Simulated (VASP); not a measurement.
The system is Hf3SnS4.

```
Hf Sn S
1.0
     3.65000    0.00000    0.00000
    -1.82500    3.16099    0.00000
     0.00000    0.00000   15.40000
Hf Sn S
3 1 4
Cartesian
  1.8250 1.0537 0.0000
  0.0000 2.1073 5.8058
  0.0000 2.1073 9.5942
  0.0000 0.0000 7.7000
  0.0000 0.0000 13.9524
  0.0000 2.1073 1.4476
  1.8250 1.0537 4.3428
  1.8250 1.0537 11.0572
```

The cell was built by a generator and needn't be a form met in nature.

| Quantity | Value |
| --- | --- |
| Program | VASP 6.6.1 |
| Task | relaxation of cell and atoms |
| Functional | PBE |
| Potentials or basis | VASP PAW PBE potentials, release 64 (Hf_pv, Sn_d, S) |
| Cutoff | 520 eV |
| k mesh | 4 × 4 × 1 |
| Occupations | gaussian, width 0.15 eV |
| Spin | no spin polarisation |

At the start: pressure 3.1 GPa; volume 22.21 Å³/atom.

Q: How do energy, volume and symmetry change on relaxing?

A: Over 22 steps the energy falls by 94.4 meV/atom and the volume is 23.63 Å³/atom (+6.4 %); space group P3m1 (No. 156, to 0.05 Å).

The path:
```
step  energy change (eV)  largest force (eV/Å)  pressure (GPa)  volume (Å³)
   1              0.0000                2.3039            3.09       177.68
   2             -0.3815                0.6963           -2.01       188.93
   3             -0.3820                0.6665           -1.69       188.19
   4             -0.4037                0.5207            2.13       183.44
   5             -0.4230                0.3053            0.81       185.36
   6             -0.4228                0.3269            0.42       185.50
   7             -0.4229                0.3077            0.36       185.42
   8             -0.4477                0.2150            0.44       186.07
   9             -0.5377                0.2914            0.42       187.96
  10             -0.6520                0.9914            0.72       191.44
  11             -0.6583                0.9914            0.67       191.87
  12             -0.6645                0.9957            0.30       193.15
  13             -0.6743                0.9170            0.19       193.21
  14             -0.6994                0.7301           -0.11       193.37
  15             -0.7317                0.3371           -0.72       193.69
  16             -0.7255                0.4546           -1.83       194.34
  17             -0.7403                0.1135           -1.26       193.97
  18             -0.7516                0.1715           -0.70       192.25
  19             -0.7535                0.2619           -0.02       190.29
  20             -0.7557                0.1660            0.24       189.90
  21             -0.7565                0.0982            0.27       189.61
  22             -0.7555                0.0514            0.28       189.03
```

Final structure:
```cif
data_structure
_symmetry_space_group_name_H-M 'P 1'
_symmetry_Int_Tables_number 1
_cell_length_a 3.5657
_cell_length_b 3.5657
_cell_length_c 17.1672
_cell_angle_alpha 90.000
_cell_angle_beta 90.000
_cell_angle_gamma 120.000
_cell_volume 189.03
loop_
_atom_site_label
_atom_site_type_symbol
_atom_site_fract_x
_atom_site_fract_y
_atom_site_fract_z
_atom_site_occupancy
Hf1 Hf 0.66667 0.33333 0.00041 1
Hf2 Hf 0.33333 0.66667 0.36735 1
Hf3 Hf 0.33333 0.66667 0.63211 1
Sn1 Sn 0.00000 0.00000 0.49974 1
S1 S 0.00000 0.00000 0.91417 1
S2 S 0.33333 0.66667 0.08662 1
S3 S 0.66667 0.33333 0.28509 1
S4 S 0.66667 0.33333 0.71450 1
```

Caveat: the k mesh is coarse (spacing up to 0.50 Å⁻¹), so the values aren't converged; this functional lacks dispersion, which binds the layers, so the pressure and a relaxed spacing across them are unreliable.
